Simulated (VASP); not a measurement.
SrO (rock salt): the cohesive energy from VASP (plane waves, PAW) at several levels of theory. Atoms are spin-polarised in a large box without symmetry, with the spin fixed by Hund's rule, and may not be in the lowest state of each functional; no zero-point energy is added.

| level | cohesive energy (eV/atom) | error against measurement |
|---|---|---|
| RPBE | 4.68 | -10.4 % |
| PBE-D3(BJ) | 5.30 | +1.3 % |

Measured: 5.23 eV/atom at 0 K (as given by CRC Handbook of Chemistry and Physics, Standard Thermodynamic Properties of Chemical Substances; atomisation enthalpy at 298 K (5.211) less the gas atoms' H298-H0 (0.067; 5/2 kT for Sr), plus the solid's thermal (0.045) and zero-point (0.038) energy from a Debye model with theta = 397 K fitted to S(298) = 54.4 J/(mol K); atoms in their measured spin-orbit ground levels; the uncertainty is an estimate of this correction alone).

The cell of the RPBE run:

SrO has the cubic space group Fm-3m (No. 225), the rock salt structure, Pearson symbol cF8. Conventional cell: a = b = c = 5.270 Å, α = β = γ = 90.00°. Sr on 4a has 6 O at 2.635 Å (octahedral). O on 4b is coordinated by 6 Sr at 2.635 Å (octahedral). (Neighbours: up to the widest gap in distance over summed covalent radii, below 1.35, at either atom; cation-cation and far metal-metal contacts left out.)
(The calculation used a cell of 2 atoms; values per cell refer to that cell.)

Only levels that ran to the end are used. Left out are those held back, those with too coarse a band path, GW runs whose mesh misses a band edge, hybrids' fits of cells that aren't cubic and levels without matching references; a question may draw on a part of the rest.
